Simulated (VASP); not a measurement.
```
CELL_PARAMETERS angstrom
      1.48229    -2.56741     0.00000
      1.48229     2.56741     0.00000
      0.00000     0.00000     4.68357
ATOMIC_POSITIONS crystal
  Ti 0.33333 0.66667 0.25000
  Ti 0.66667 0.33333 0.75000
```

All values below come from SCAN meta-GGA, VASP's PBE PAW potentials (set 64) (plane waves; VASP). Run with 520 eV cut-off, 14×14×8 Γ-centred mesh, first-order Methfessel-Paxton smearing of 0.10 eV, potentials Ti_sv.

**Question.** Give the stress tensor in GPa (positive for a compressed cell).

**Answer.** 
```
-3.42   0.00   0.00
 0.00  -3.42   0.00
 0.00   0.00  -3.50
```
The pressure is its mean diagonal, -3.45 GPa.

The compound is Ti in the hcp structure. This cell is one point of a volume scan, at 1.03 of the reference volume.
